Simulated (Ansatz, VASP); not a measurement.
# Ca2TeSe (CuAu-ordered zincblende type (invented)) in two plane-wave programs, part 2 of 3

One calculation is typed for both programs; each brings its own data sets. How far apart do they land? The cell is generated by rule, not measured, and may not be a known phase. The cell is taken from a series of runs on this material, whose earlier steps may have relaxed, scaled, displaced or heated it; both programs get it as it stands.

VASP 6.6.1 and Ansatz 0.2.0.

So far: The structure; VASP: zone-centre phonons, PBEsol.

## Step 2: VASP: zone-centre phonons, PBEsol (continued)

Level of this step: PBEsol; plane waves and PAW (Se, Te, Ca_sv); invented cell (VASP).

Parts of OUTCAR (step 2):

```text
ion  position               nearest neighbor table
   1  0.000  0.000  0.000-   3 2.84   4 2.84   3 2.84   4 2.84
   2  0.500  0.500  0.500-   3 3.01   4 3.01   4 3.01   3 3.01
   3  0.000  0.500  0.226-   1 2.84   1 2.84   2 3.01   2 3.01
   4  0.500  0.000  0.774-   1 2.84   1 2.84   2 3.01   2 3.01

  LATTYP: Found a simple tetragonal cell.
 ALAT       =     4.8106265429
 C/A-ratio  =     1.3785780988

 Subroutine GETGRP returns: Found  8 space group operations
 (whereof  8 operations were pure point group operations)

The static configuration has the point symmetry D_2d.

 Found     30 irreducible k-points:

   k-points           NKPTS =     30   k-points in BZ     NKDIM =     30   number of bands    NBANDS=     22

   dimension x,y,z NGX =    36 NGY =   36 NGZ =   48
   dimension x,y,z NGXF=    72 NGYF=   72 NGZF=   96

   ENCUT  =  500.0 eV  36.75 Ry    6.06 a.u.   8.77  8.77 12.09*2*pi/ulx,y,z

   NELECT =      32.0000    total number of electrons

 k-points in reciprocal lattice and weights: Automatic mesh
   0.00000000  0.00000000  0.00000000       0.007
   0.16666667  0.00000000  0.00000000       0.028
   0.33333333  0.00000000  0.00000000       0.028
   0.50000000  0.00000000  0.00000000       0.014
   0.16666667  0.16666667  0.00000000       0.028
   0.33333333  0.16666667  0.00000000       0.056
   0.50000000  0.16666667  0.00000000       0.028
   0.33333333  0.33333333  0.00000000       0.028
   0.50000000  0.33333333  0.00000000       0.028
[...]
0.50000000  0.33333333  0.50000000       0.028
   0.50000000  0.50000000  0.50000000       0.007

 average (electrostatic) potential at core
       1 -55.3306       2 -91.1589       3 -47.7135       4 -47.7135

  Total        0.1009703      0.1009703      0.0943578      0.0000000      0.0000000     -0.0000000
  in kB        1.0540661      1.0540661      0.9850362      0.0000000      0.0000000     -0.0000000
  external PRESSURE =       1.0310561 kB  Pullay stress =       0.0000000 kB

  energy-cutoff  :      500.00
  volume of cell :      153.47
      direct lattice vectors                 reciprocal lattice vectors
     4.810626543  0.000000000  0.000000000     0.207873131  0.000000000  0.000000000
     0.000000000  4.810626543  0.000000000     0.000000000  0.207873131  0.000000000
     0.000000000  0.000000000  6.631824393     0.000000000  0.000000000  0.150788070

 POSITION                                       TOTAL-FORCE (eV/Angst)
 -----------------------------------------------------------------------------------
      0.00000      0.00000      0.00000         0.000000     -0.000000      0.000000
      2.40531      2.40531      3.31591         0.000000      0.000000      0.000000
      0.00000      2.40531      1.50107         0.000000     -0.000000     -0.001272
      2.40531      0.00000      5.13076        -0.000000     -0.000000      0.001272
 -----------------------------------------------------------------------------------
    total drift:                                0.000000     -0.000000      0.000000

 MACROSCOPIC STATIC DIELECTRIC TENSOR (including local field effects in DFT)
 ------------------------------------------------------
           4.206686    -0.000000     0.000000
           0.000000     4.206686    -0.000000
           0.000000     0.000000     4.247221
 ------------------------------------------------------

 PIEZOELECTRIC TENSOR (including local field effects)  for field in x, y, z        (C/m^2)
          XX          YY          ZZ          XY          YZ          ZX
  --------------------------------------------------------------------------------
  x     0.00000     0.00000    -0.00000     0.00000     0.00000    -0.24874
  y    -0.00000     0.00000     0.00000     0.00000     0.24874     0.00000
  z    -0.24214     0.24214     0.00000     0.00000     0.00000     0.00000

 BORN EFFECTIVE CHARGES (including local field effects) (in |e|, cummulative output)
 ---------------------------------------------------------------------------------
 ion    1
    1    -2.07605     0.00000     0.00000
    2     0.00000    -2.07605     0.00000
    3     0.00000     0.00000    -1.88383
 ion    2
    1    -1.80278     0.00000     0.00000
    2     0.00000    -1.80278     0.00000
    3     0.00000     0.00000    -1.96557
 ion    3
    1     1.88384     0.00000     0.00000
    2     0.00000     1.99500     0.00000
    3     0.00000     0.00000     1.92470
 ion    4
    1     1.99500     0.00000     0.00000
    2     0.00000     1.88384     0.00000
    3     0.00000     0.00000     1.92470

 Eigenvectors and eigenvalues of the dynamical matrix
 ----------------------------------------------------

   1 f  =    6.180306 THz    38.832009 2PiTHz  206.152823 cm-1    25.559681 meV
             X         Y         Z           dx          dy          dz
      0.000000  0.000000  0.000000    -0.000000   -0.000000   -0.000000
      2.405313  2.405313  3.315912    -0.000000   -0.000000    0.000000
      0.000000  2.405313  1.501067     0.000000    0.000000   -0.707107
      2.405313  0.000000  5.130758     0.000000    0.000000    0.707107

   2 f  =    6.008810 THz    37.754467 2PiTHz  200.432330 cm-1    24.850431 meV
             X         Y         Z           dx          dy          dz
      0.000000  0.000000  0.000000     0.511484   -0.269399    0.000000
      2.405313  2.405313  3.315912     0.027255   -0.014355   -0.000000
      0.000000  2.405313  1.501067    -0.047390    0.379161    0.000000
      2.405313  0.000000  5.130758    -0.719880    0.024960    0.000000

   3 f  =    6.008810 THz    37.754467 2PiTHz  200.432330 cm-1    24.850431 meV
             X         Y         Z           dx          dy          dz
      0.000000  0.000000  0.000000    -0.269399   -0.511484   -0.000000
      2.405313  2.405313  3.315912    -0.014355   -0.027255    0.000000
      0.000000  2.405313  1.501067     0.024960    0.719880   -0.000000
      2.405313  0.000000  5.130758     0.379161    0.047390   -0.000000

   4 f  =    5.622009 THz    35.324123 2PiTHz  187.530028 cm-1    23.250750 meV
             X         Y         Z           dx          dy          dz
      0.000000  0.000000  0.000000     0.000000    0.000000    0.431757
      2.405313  2.405313  3.315912     0.000000   -0.000000    0.327250
      0.000000  2.405313  1.501067    -0.000000   -0.000000   -0.594346
      2.405313  0.000000  5.130758    -0.000000    0.000000   -0.594346

   5 f  =    5.566875 THz    34.977709 2PiTHz  185.690970 cm-1    23.022736 meV
             X         Y         Z           dx          dy          dz
      0.000000  0.000000  0.000000    -0.003072   -0.007570   -0.000000
      2.405313  2.405313  3.315912    -0.167868   -0.413586   -0.000000
      0.000000  2.405313  1.501067     0.335134   -0.075393    0.000000
      2.405313  0.000000  5.130758    -0.030601    0.825691    0.000000

   6 f  =    5.566875 THz    34.977709 2PiTHz  185.690970 cm-1    23.022736 meV
             X         Y         Z           dx          dy          dz
      0.000000  0.000000  0.000000    -0.007570    0.003072    0.000000
      2.405313  2.405313  3.315912    -0.413586    0.167868    0.000000
      0.000000  2.405313  1.501067     0.825691    0.030601   -0.000000
      2.405313  0.000000  5.130758    -0.075393   -0.335134   -0.000000

   7 f  =    3.590985 THz    22.562824 2PiTHz  119.782364 cm-1    14.851114 meV
             X         Y         Z           dx          dy          dz
      0.000000  0.000000  0.000000     0.000000    0.000000   -0.732984
      2.405313  2.405313  3.315912    -0.000000    0.000000    0.670366
      0.000000  2.405313  1.501067     0.000000    0.000000   -0.081681
      2.405313  0.000000  5.130758     0.000000   -0.000000   -0.081681

   8 f  =    1.523589 THz     9.572993 2PiTHz   50.821466 cm-1     6.301056 meV
             X         Y         Z           dx          dy          dz
      0.000000  0.000000  0.000000     0.614638   -0.015281    0.000000
      2.405313  2.405313  3.315912    -0.607313    0.015099    0.000000
      0.000000  2.405313  1.501067    -0.259233   -0.010710    0.000000
      2.405313  0.000000  5.130758     0.430781    0.006445    0.000000

   9 f  =    1.523589 THz     9.572993 2PiTHz   50.821466 cm-1     6.301056 meV
             X         Y         Z           dx          dy          dz
      0.000000  0.000000  0.000000     0.015281    0.614638   -0.000000
      2.405313  2.405313  3.315912    -0.015099   -0.607313    0.000000
      0.000000  2.405313  1.501067    -0.006445    0.430781    0.000000
      2.405313  0.000000  5.130758     0.010710   -0.259233   -0.000000

  10 f/i=    0.005918 THz     0.037187 2PiTHz    0.197419 cm-1     0.024477 meV
             X         Y         Z           dx          dy          dz
      0.000000  0.000000  0.000000    -0.000000   -0.000000   -0.525662
      2.405313  2.405313  3.315912    -0.000000   -0.000000   -0.665971
      0.000000  2.405313  1.501067    -0.000000   -0.000000   -0.374274
      2.405313  0.000000  5.130758    -0.000000   -0.000000   -0.374274

  11 f/i=    0.028453 THz     0.178774 2PiTHz    0.949082 cm-1     0.117671 meV
             X         Y         Z           dx          dy          dz
      0.000000  0.000000  0.000000     0.057832    0.533276   -0.000000
      2.405313  2.405313  3.315912     0.070761    0.652498   -0.000000
      0.000000  2.405313  1.501067     0.039732    0.379485   -0.000000
      2.405313  0.000000  5.130758     0.041154    0.366374   -0.000000

  12 f/i=    0.028453 THz     0.178774 2PiTHz    0.949082 cm-1     0.117671 meV
             X         Y         Z           dx          dy          dz
      0.000000  0.000000  0.000000     0.533276   -0.057832   -0.000000
      2.405313  2.405313  3.315912     0.652498   -0.070761   -0.000000
      0.000000  2.405313  1.501067     0.366374   -0.041154   -0.000000
      2.405313  0.000000  5.130758     0.379485   -0.039732   -0.000000

 MACROSCOPIC STATIC DIELECTRIC TENSOR IONIC CONTRIBUTION
 ------------------------------------------------------
           2.284088     0.000000     0.000000
           0.000000     2.284088     0.000000
           0.000000     0.000000     2.371615
 ------------------------------------------------------

 ELASTIC MODULI CONTR FROM IONIC RELAXATION (kBar)
 Direction    XX          YY          ZZ          XY          YZ          ZX
 --------------------------------------------------------------------------------
 XX        -193.9130    193.2161      2.1592      0.0000      0.0000     -0.0000
 YY         193.2161   -193.9130      2.1592      0.0000     -0.0000      0.0000
 ZZ           2.1592      2.1592    -13.3796      0.0000     -0.0000     -0.0000
 XY           0.0000      0.0000      0.0000      0.0000      0.0000      0.0000
 YZ           0.0000     -0.0000     -0.0000      0.0000   -190.7287      0.0000
 ZX          -0.0000      0.0000     -0.0000      0.0000      0.0000   -190.6485
 --------------------------------------------------------------------------------

 PIEZOELECTRIC TENSOR IONIC CONTR  for field in x, y, z        (C/m^2)
          XX          YY          ZZ          XY          YZ          ZX
  --------------------------------------------------------------------------------
  x     0.00000    -0.00000     0.00000     0.00000    -0.00000     0.60008
  y     0.00000    -0.00000    -0.00000     0.00000    -0.60318     0.00000
  z     0.63699    -0.63699    -0.00000     0.00000    -0.00000     0.00000
```

[end of part 2 of 3]

[Lines on the potential files, build, host, timing and source positions are cut from VASP's logs without a mark.]

[Logs are printed without paths, hosts, clocks, repeated set-up lines and the standing remarks that a program may print on its own settings, such as how far it seeks lower states.]

[Hosts, paths, dates, database ids (printed as entryN), source tags and the programs' standing remarks are cut or masked in the printed files.]
